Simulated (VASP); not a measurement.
Method: PBE GGA + U (Dudarev), VASP's PBE PAW potentials (set 64) (plane waves; VASP).

VASP input:

### INCAR
```
! general
SYSTEM    = SrVO3
PREC      = Accurate
ENCUT     = 520
LREAL     = .FALSE.
LASPH     = .TRUE.

! electronic loop
EDIFF     = 1E-6
NELM      = 100
ALGO      = Normal
LMAXMIX   = 4

! smearing
ISMEAR    = 1
SIGMA     = 0.1

! functional
GGA       = PE

! DFT+U
LDAU      = .TRUE.
LDAUTYPE  = 2
LDAUL     = -1 2 -1
LDAUU     = 0 3.25 0
LDAUJ     = 0 0 0
LDAUPRINT = 1

! ions
IBRION    = 2
NSW       = 60
ISIF      = 3
EDIFFG    = -0.02

! output
LWAVE     = .FALSE.
LCHARG    = .FALSE.
```

File KPOINTS:
```
Automatic mesh
0
Gamma
7 7 7
0 0 0
```

### POSCAR
```
SrVO3
1
    3.8821344164    -0.0000000000    -0.0000000000
   -0.0000000000     3.8821344164    -0.0000000000
    0.0000000000     0.0000000000     3.8821344164
Sr V O
1 1 3
Direct
  0.0000000000   0.0000000000   0.0000000000
  0.5000000000   0.5000000000   0.5000000000
  0.5000000000   0.0000000000   0.5000000000
  0.0000000000   0.5000000000   0.5000000000
  0.5000000000   0.5000000000   0.0000000000
```

POTCAR, in this order: Sr_sv V_sv O (PBE.64 set). Program: vasp_std.

### Question
What will the output report for the number of irreducible k-points (NKPTS), number of bands (NBANDS), largest plane-wave count, number of space-group operations, FFT grid (NGX, NGY, NGZ)?

### Answer

The number of irreducible k-points (NKPTS) is 20. The number of bands (NBANDS) is 24. The largest plane-wave count is 1592, the number of space-group operations is 48 and the FFT grid (NGX, NGY, NGZ) comes out as 30 × 30 × 30.

The compound is SrVO3 in the cubic perovskite structure. It was relaxed first. The start is the result of an earlier pass. The run is not spin-polarised, so no magnetic state was tried. The electron count is odd and the run is not spin-polarised, which forces a metal. A gapless solution with U can be a metastable orbital state.
